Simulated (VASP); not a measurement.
Method: PBE GGA with D4 dispersion, VASP's PBE PAW potentials (set 64) (plane waves; VASP).

The input files of a VASP run:

### KPOINTS
```
Automatic mesh
0
Gamma
7 7 7
0 0 0
```

**INCAR**
```
ALGO  =  Normal
EDIFF  =  1E-6
EDIFFG  =  -0.01
ENCUT  =  520
GGA  =  PE
IBRION  =  2
ISIF  =  3
ISMEAR  =  0
IVDW  =  13
LASPH  =  .TRUE.
LCHARG  =  .FALSE.
LMAXMIX  =  4
LREAL  =  .FALSE.
LWAVE  =  .FALSE.
NELM  =  100
NSW  =  60
PREC  =  Accurate
SIGMA  =  0.05
SYSTEM  =  CuI
```

### POSCAR
```
CuI
1
   -0.0000000000     2.9870307851     2.9870307851
    2.9870307851     0.0000000000     2.9870307851
    2.9870307851     2.9870307851    -0.0000000000
Cu I
1 1
Direct
  1.0000000000   1.0000000000   1.0000000000
  0.2500000000   0.2500000000   0.2500000000
```

POTCAR, in this order: Cu I (PBE.64 set). Program: vasp_std.

Unless said otherwise, spin-orbit coupling is left out, though it shifts the bands of the heavy elements here.

Q: Estimate the energy per atom (σ→0), dispersion energy, band gap (on the k-mesh).

A: 
```json
{
  "energy per atom (σ→0)": "-3.154 eV/atom",
  "dispersion_energy": "-0.766 eV",
  "band gap (on the k-mesh)": "1.27 eV"
}
```

OSZICAR:
```
...
DAV:   9    -0.554080979280E+01    0.36526E-02   -0.17462E-02   652   0.427E+00    0.150E-01
DAV:  10    -0.554098575097E+01   -0.17596E-03   -0.84117E-04   615   0.268E-01    0.727E-02
DAV:  11    -0.554103031495E+01   -0.44564E-04   -0.45977E-04   645   0.680E-01    0.345E-02
DAV:  12    -0.554102662221E+01    0.36927E-05   -0.47081E-05   815   0.149E-01    0.303E-02
DAV:  13    -0.554102531282E+01    0.13094E-05   -0.12400E-06   425   0.273E-02    0.206E-02
DAV:  14    -0.554102415105E+01    0.11618E-05   -0.11357E-05   795   0.961E-02    0.459E-03
DAV:  15    -0.554102435414E+01   -0.20310E-06   -0.14752E-06   410   0.975E-03
   1 F= -.63071700E+01 E0= -.63071700E+01  d E =-.630717E+01
```

The compound is CuI in the zinc blende structure. It was relaxed first. The start is the result of an earlier pass.
